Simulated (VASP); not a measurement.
All values below come from PBE GGA, VASP's PBE PAW potentials (set 64) (plane waves; VASP).

VASP input:

**POSCAR**
```
VAs
4.0051370
  0.8073848660  -0.5900252601   0.0000000000
  0.8073848660   0.5900252601   0.0000000000
 -0.2930511491   0.0000000000   1.7437261197
V As
2 2
Cart
  0.4036924330   0.2950126300   0.0000000000
  0.2571668585  -0.2950126300   0.8718630599
  0.7341220787  -0.0962921224   0.4359315299
  0.5875965042   0.0962921224   1.3077945898
```

**INCAR**
```
# general
SYSTEM  = VAs
PREC    = Accurate
ENCUT   = 400
LREAL   = .FALSE.
LASPH   = .TRUE.

# electronic loop
EDIFF   = 1E-6
NELM    = 100
ALGO    = Normal
LMAXMIX = 4

# smearing
ISMEAR  = 0
SIGMA   = 0.05

# functional
GGA     = PE

# spin
ISPIN   = 2
MAGMOM  = 2*2.0 2*0.0

# ions
ISIF    = 2

# output
LWAVE   = .FALSE.
LCHARG  = .FALSE.
LORBIT  = 10
```

KPOINTS:
```
Automatic
0
G
5 5 3
0 0 0
```

POTCAR, in this order: V_sv As (PBE.64 set). Program: vasp_std.

Output

OUTCAR:
```
 ion  position               nearest neighbor table
   1  0.000  0.500  0.000-   3 2.69   4 2.69   4 2.71   3 2.71
   2  0.500  0.000  0.500-   4 2.69   3 2.69   4 2.71   3 2.71
   3  0.582  0.418  0.250-   2 2.69   1 2.69   2 2.71   1 2.71
   4  0.418  0.582  0.750-   1 2.69   2 2.69   2 2.71   1 2.71
  LATTYP: Found a base centered monoclinic cell.
 ALAT       =     6.4673740000
 B/A-ratio  =     0.7307856326
 C/A-ratio  =     1.0950042915
 COS(beta)  =    -0.1657360588
 Subroutine PRICEL returns:
 Original cell was already a primitive cell.
 Subroutine GETGRP returns: Found  4 space group operations
The static configuration has the point symmetry S_2 .
 The point group associated with its full space group is C_2h.
The dynamic configuration has the point symmetry S_2 .
The overall configuration has the point symmetry S_2 .
 Subroutine INISYM returns: Found  4 space group operations
 Subroutine IBZKPT returns following result:
 Found     24 irreducible k-points:

 Following reciprocal coordinates:
            Coordinates               Weight
  0.000000  0.000000  0.000000      1.000000
  0.200000 -0.000000 -0.000000      4.000000
  0.400000 -0.000000  0.000000      4.000000
  0.200000  0.200000 -0.000000      2.000000
  0.400000  0.200000 -0.000000      4.000000
 -0.400000  0.200000 -0.000000      4.000000
 -0.200000  0.200000  0.000000      2.000000
  0.400000  0.400000  0.000000      2.000000
 -0.400000  0.400000  0.000000      2.000000
  0.000000  0.000000  0.333333      2.000000
  0.200000 -0.000000  0.333333      4.000000
  0.400000 -0.000000  0.333333      4.000000
 -0.400000  0.000000  0.333333      4.000000
 -0.200000  0.000000  0.333333      4.000000
  0.200000  0.200000  0.333333      2.000000
  0.400000  0.200000  0.333333      4.000000
 -0.400000  0.200000  0.333333      4.000000
...
```

### OSZICAR
```
       N       E                     dE             d eps       ncg     rms          rms(c)
DAV:   1     0.294676952134E+03    0.29468E+03   -0.18374E+04  2864   0.115E+03
DAV:   2    -0.120217154034E+02   -0.30670E+03   -0.30051E+03  2584   0.366E+02
DAV:   3    -0.290489653523E+02   -0.17027E+02   -0.16707E+02  3280   0.801E+01
DAV:   4    -0.295096127625E+02   -0.46065E+00   -0.45319E+00  2712   0.114E+01
DAV:   5    -0.295270267404E+02   -0.17414E-01   -0.17344E-01  3128   0.186E+00    0.174E+01
DAV:   6    -0.307364657167E+02   -0.12094E+01   -0.98156E+01  3000   0.537E+01    0.290E+01
DAV:   7    -0.249207516919E+02    0.58157E+01   -0.55009E+01  3040   0.424E+01    0.496E+00
DAV:   8    -0.248448136032E+02    0.75938E-01   -0.25621E+00  2888   0.756E+00    0.204E+00
DAV:   9    -0.248884689365E+02   -0.43655E-01   -0.27539E-01  3240   0.288E+00    0.156E+00
DAV:  10    -0.248824480046E+02    0.60209E-02   -0.14655E-01  3064   0.276E+00    0.715E-01
DAV:  11    -0.248870536751E+02   -0.46057E-02   -0.19206E-02  3328   0.102E+00    0.329E-01
DAV:  12    -0.248879111100E+02   -0.85743E-03   -0.42858E-03  3200   0.509E-01    0.160E-01
DAV:  13    -0.248879373763E+02   -0.26266E-04   -0.17597E-03  3336   0.301E-01    0.883E-02
DAV:  14    -0.248880913088E+02   -0.15393E-03   -0.28894E-04  2672   0.127E-01    0.537E-02
DAV:  15    -0.248881037009E+02   -0.12392E-04   -0.64217E-05  3256   0.685E-02    0.270E-02
DAV:  16    -0.248881041803E+02   -0.47948E-06   -0.29214E-05  3136   0.375E-02    0.101E-02
DAV:  17    -0.248881054495E+02   -0.12691E-05   -0.60205E-06  2400   0.166E-02    0.461E-03
DAV:  18    -0.248881058171E+02   -0.36769E-06   -0.11853E-06  1272   0.908E-03
   1 F= -.24888106E+02 E0= -.24884291E+02  d E =-.763008E-02  mag=     4.1745
```

File OUTCAR:
```
------------------------ aborting loop because EDIFF is reached ----------------------------------------
  FORCE on cell =-STRESS in cart. coord.  units (eV):
  Direction    XX          YY          ZZ          XY          YZ          ZX
  --------------------------------------------------------------------------------------
  Total       -8.5233797     -6.9632022     -8.3716635      0.0000000      0.0000000      0.8773859
  in kB     -127.9413160   -104.5220650   -125.6639593      0.0000000      0.0000000     13.1701166
  external PRESSURE =    -119.3757801 kB  Pullay stress =       0.0000000 kB
  volume of cell :      106.74
      direct lattice vectors                 reciprocal lattice vectors
     3.233687000 -2.363132000  0.000000000     0.154622262 -0.211583610  0.025985865
     3.233687000  2.363132000  0.000000000     0.154622262  0.211583610  0.025985865
    -1.173710000  0.000000000  6.983862000     0.000000000  0.000000000  0.143187251
 POSITION                                       TOTAL-FORCE (eV/Angst)
 -----------------------------------------------------------------------------------
      1.61684      1.18157      0.00000         0.000000      0.000000      0.000000
      1.02999     -1.18157      3.49193         0.000000      0.000000      0.000000
      2.94026     -0.38566      1.74597        -0.000000     -0.140071      0.000000
      2.35340      0.38566      5.23790         0.000000      0.140071     -0.000000
 -----------------------------------------------------------------------------------
    total drift:                                0.000000      0.000000      0.000000
  FREE ENERGIE OF THE ION-ELECTRON SYSTEM (eV)
  ---------------------------------------------------
  free  energy   TOTEN  =       -24.8881058171 eV

  energy  without entropy=      -24.8804757339  energy(sigma->0) =      -24.88429078

 total charge

# of ion       s       p       d       tot
------------------------------------------
    1        2.184   6.069   2.963  11.216
    2        2.184   6.069   2.963  11.216
    3        1.233   1.466   0.020   2.718
    4        1.233   1.466   0.020   2.718
--------------------------------------------------
tot          6.832  15.070   5.966  27.869

 magnetization (x)

# of ion       s       p       d       tot
------------------------------------------
    1        0.026   0.001   2.179   2.206
    2        0.026   0.001   2.179   2.206
    3       -0.010  -0.245   0.008  -0.247
    4       -0.010  -0.245   0.008  -0.247
--------------------------------------------------
tot          0.032  -0.488   4.374   3.918
```
(Selected blocks of OUTCAR.)

The structure was generated: VAs was put into the tenorite type (C2/c), which need not be its known phase. The cell was not relaxed at this level. The k-mesh is coarse (spacing up to 0.33 per Å, 2π included), so the numbers may not be converged in it.
